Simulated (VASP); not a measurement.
Output of a VASP run:

OSZICAR:
```
       N       E                     dE             d eps       ncg     rms          rms(c)
DAV:   1     0.442794032760E+02    0.44279E+02   -0.44131E+03  2360   0.998E+02
DAV:   2    -0.870424406203E+01   -0.52984E+02   -0.51637E+02  2336   0.213E+02
DAV:   3    -0.927759773790E+01   -0.57335E+00   -0.57215E+00  3240   0.298E+01
DAV:   4    -0.928140625336E+01   -0.38085E-02   -0.38081E-02  3032   0.178E+00
DAV:   5    -0.928142466106E+01   -0.18408E-04   -0.18408E-04  3400   0.798E-02    0.173E+01
DAV:   6    -0.885321632021E+01    0.42821E+00   -0.80116E-01  2736   0.128E+01    0.749E+00
DAV:   7    -0.875980709341E+01    0.93409E-01   -0.30509E-01  3056   0.734E+00    0.155E+00
DAV:   8    -0.875378874857E+01    0.60183E-02   -0.27390E-03  2608   0.862E-01    0.391E-01
DAV:   9    -0.875323392165E+01    0.55483E-03   -0.66011E-04  3168   0.427E-01    0.148E-02
DAV:  10    -0.875324089818E+01   -0.69765E-05   -0.46561E-06  3184   0.224E-02    0.304E-03
DAV:  11    -0.875324086601E+01    0.32167E-07   -0.79155E-08  1720   0.366E-03
   1 F= -.62207100E+01 E0= -.62206011E+01  d E =-.622071E+01
```

OUTCAR:
```
------------------------ aborting loop because EDIFF is reached ----------------------------------------
  FORCE on cell =-STRESS in cart. coord.  units (eV):
  Direction    XX          YY          ZZ          XY          YZ          ZX
  --------------------------------------------------------------------------------------
  Total        2.5254335      2.5254335      2.5254335     -0.0000000     -0.0000000      0.0000000
  in kB      299.1592581    299.1592581    299.1592581     -0.0000000     -0.0000000      0.0000000
  external PRESSURE =      -0.8407419 kB  Pullay stress =     300.0000000 kB
  volume of cell :       13.53
      direct lattice vectors                 reciprocal lattice vectors
     0.000000000  1.891057312  1.891057312    -0.264402351  0.264402351  0.264402351
     1.891057312  0.000000000  1.891057312     0.264402351 -0.264402351  0.264402351
     1.891057312  1.891057312  0.000000000     0.264402351  0.264402351 -0.264402351
 POSITION                                       TOTAL-FORCE (eV/Angst)
 -----------------------------------------------------------------------------------
      0.00000      0.00000      0.00000         0.000000      0.000000      0.000000
 -----------------------------------------------------------------------------------
    total drift:                                0.000000      0.000000     -0.000000
  FREE ENERGIE OF THE ION-ELECTRON SYSTEM (eV)
  ---------------------------------------------------
  free  energy   TOTEN  =        -8.7532408660 eV

  energy  without entropy=       -8.7529140563  energy(sigma->0) =       -8.75313193
  enthalpy is  TOTEN    =        -6.2207100327 eV   P V=        2.5325308333

 reached required accuracy - stopping structural energy minimisation
```
(Selected blocks of OUTCAR.)

### POSCAR
```
Ir
1
    0.0000000000     1.8910573122     1.8910573122
    1.8910573122     0.0000000000     1.8910573122
    1.8910573122     1.8910573122     0.0000000000
Ir
1
Direct
  0.0000000000   0.0000000000   1.0000000000
```

Q: Write an INCAR and KPOINTS that could have produced this output.

A: Several could match; the one computed here: the input of the run itself, PBE GGA, plane waves, VASP's PBE PAW potentials (set 64).

INCAR:
```
# general
SYSTEM  = Ir
PREC    = Accurate
ENCUT   = 500
LREAL   = .FALSE.
LASPH   = .TRUE.

# electronic loop
EDIFF   = 1E-6
NELM    = 100
ALGO    = Normal
LMAXMIX = 6

# smearing
ISMEAR  = 1
SIGMA   = 0.1

# functional
GGA     = PE

# ions
IBRION  = 2
NSW     = 40
ISIF    = 3
EDIFFG  = -0.02
PSTRESS = 300

# output
LWAVE   = .FALSE.
LCHARG  = .FALSE.
```

KPOINTS:
```
Automatic
0
G
16 16 16
0 0 0
```

POTCAR, in this order: Ir (PBE.64 set). Program: vasp_std.

The compound is Ir in the fcc structure. It was relaxed first under an external pressure of 30 GPa.
